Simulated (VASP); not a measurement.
An input for Ansatz (written as the equivalent of a VASP run, and not itself run):

Ansatz 0.2 input:
```yaml
crystal:
  lattice:
    - [3.2622780, 0.0000000, 0.0000000]
    - [-1.6311390, 2.8252150, 0.0000000]
    - [0.0000000, 0.0000000, 5.2622700]
  atoms:
    - { symbol: Zn, position: [0.6666670, 0.3333330, 0.5005900] }
    - { symbol: Zn, position: [0.3333330, 0.6666670, 0.0005900] }
    - { symbol: O, position: [0.6666670, 0.3333330, 0.8797200] }
    - { symbol: O, position: [0.3333330, 0.6666670, 0.3797200] }
kpoints:
  mp_grid: { grid: [6, 6, 3] }
hamiltonian:
  xc: hse06
  pseudopotentials: { kind: paw }
scf:
  occupations: { method: gaussian, width: 0.01 }
  max_iter: 100
output: { forces: true, stress: true, eigenvalues: true }
```

Task: Translate this input to VASP (INCAR, KPOINTS, POSCAR, choice of POTCAR).

Result: Several could match; the one computed here: 
POSCAR:
```
ZnO
1
    3.2622780000     0.0000000000     0.0000000000
   -1.6311390000     2.8252150000     0.0000000000
    0.0000000000     0.0000000000     5.2622700000
Zn O
2 2
Direct
  0.6666670000   0.3333330000   0.5005900000
  0.3333330000   0.6666670000   0.0005900000
  0.6666670000   0.3333330000   0.8797200000
  0.3333330000   0.6666670000   0.3797200000
```

**INCAR**
```
! general
SYSTEM  =ZnO
PREC    =Accurate
ENCUT   =400
LREAL   =.FALSE.
LASPH   =.TRUE.
ISYM    =3

! electronic loop
EDIFF   =1E-6
NELM    =100
ALGO    =Normal
LMAXMIX =4

! smearing
ISMEAR  =0
SIGMA   =0.01

! functional
GGA     =PE
LHFCALC =.TRUE.
AEXX    =0.25
HFSCREEN=0.2
PRECFOCK=Fast

! ions
ISIF    =2

! output
LWAVE   =.FALSE.
LCHARG  =.FALSE.
```

**KPOINTS**
```
Automatic mesh
0
Gamma
6 6 3
0 0 0
```

POTCAR, in this order: Zn O (PBE.64 set). Program: vasp_std.

What does not carry over: each code has its own PAW files, so the cut-off isn't converted (ENCUT is set for VASP's; basis.ecutwfc is left out, and Ansatz then takes the one that its files recommend); Ansatz stops its SCF on the density residual and VASP on the energy change (EDIFF); Ansatz's hse06 screens at 0.11 per bohr (0.208 per Å), slightly more than HFSCREEN = 0.2.

The structure comes from a computed database's ZnO entry; how it stands against other phases isn't given here. The cell was not relaxed at this level. The run is one of a series of settings (HFRCUT removed, HFSCREEN = 0.2 against the base run), some of them coarse on purpose.
